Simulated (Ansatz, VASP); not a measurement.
**CsTl3: VASP beside Ansatz**

```xyz
4
Lattice="5.3637 0.0000 0.0000 0.0000 5.3637 0.0000 0.0000 0.0000 5.3637" Properties=species:S:1:pos:R:3 pbc="T T T"
Cs    0.0000    0.0000    0.0000
Tl    2.6819    2.6819    0.0000
Tl    2.6819    0.0000    2.6819
Tl    0.0000    2.6819    2.6819
```

Change from the starting cell: species swapped into the FeCo3 type (Pm-3m, No. 221).

Alike in both runs: task relaxation of cell and atoms; functional PBE; k mesh 10 × 10 × 10; occupations gaussian, width 0.1 eV; no spin polarisation.

|  | VASP | Ansatz |
| --- | --- | --- |
| version | VASP 6.6.1 | Ansatz 0.2.0 |
| potentials or method | VASP PAW PBE potentials, release 64 (Cs_sv, Tl_d) | scalar-relativistic, plane waves, PAW |
| plane-wave cutoff (eV) | 600 | 420 |
| valence electrons in the cell | 48 | 48 |

|  | VASP | Ansatz | Ansatz less VASP |
| --- | --- | --- | --- |
| gap on the k mesh at the Fermi level, each at its own relaxed structure (eV) | none | none | - |
| relaxed volume (Å³/atom) | 39.51 | 39.49 | -0.023 |
| relaxed cell length with the largest relative difference (Å) | 5.407 | 5.406 | -0.0010 |
| energy change over the relaxation (meV/atom) | -1 | -1 | +0.1 |

A gap of «none» marks a metal or a gap that the smearing closes.

The runs have no spin-orbit coupling, so splittings on Cs, Tl are missing.
